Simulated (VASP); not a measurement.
OSZICAR of a VASP run on Tm (hcp):

OSZICAR:
```
       N       E                     dE             d eps       ncg     rms          rms(c)
DAV:   1     0.614422265760E+02    0.61442E+02   -0.81192E+03  4504   0.124E+03
DAV:   2    -0.543888133791E+01   -0.66881E+02   -0.65793E+02  4669   0.382E+02
DAV:   3    -0.966426773142E+01   -0.42254E+01   -0.39209E+01  7423   0.607E+01
DAV:   4    -0.977369101152E+01   -0.10942E+00   -0.10770E+00  7232   0.790E+00
DAV:   5    -0.977465184338E+01   -0.96083E-03   -0.95934E-03  6212   0.645E-01    0.251E+01
DAV:   6    -0.977707039469E+01   -0.24186E-02   -0.29642E-02  7032   0.197E+00    0.149E+01
DAV:   7    -0.979261804505E+01   -0.15548E-01   -0.53735E-02  6767   0.262E+00    0.373E-01
DAV:   8    -0.979226555474E+01    0.35249E-03   -0.29054E-03  5792   0.508E-01    0.718E-02
DAV:   9    -0.979226852627E+01   -0.29715E-05   -0.22156E-04  7293   0.161E-01    0.272E-02
DAV:  10    -0.979226390387E+01    0.46224E-05   -0.16400E-05  6071   0.369E-02    0.294E-02
DAV:  11    -0.979226406231E+01   -0.15844E-06   -0.13687E-06  5800   0.125E-02    0.336E-03
DAV:  12    -0.979226418971E+01   -0.12740E-06   -0.14663E-07  3023   0.470E-03    0.109E-03
DAV:  13    -0.979226417372E+01    0.15993E-07   -0.41168E-08  2781   0.422E-03
   1 F= -.97922642E+01 E0= -.97925563E+01  d E =0.876326E-03
```

Which electronic solver shows in the log?

It is blocked Davidson (ALGO = Normal, or the opening steps of other solvers). The INCAR had ALGO = Normal.

Can the final energy be trusted as converged?

Self-consistency was reached. It stopped with EDIFF = 1E-7, NELM = 100 (PBEsol GGA, plane waves, VASP's PBE PAW potentials (set 64)). The 4f electrons are frozen in the core of the lanthanide potential, so 4f levels, which can set the real gap, and their magnetism are missing.

The compound is Tm in the hcp structure. This cell was strained or had an atom moved on purpose.
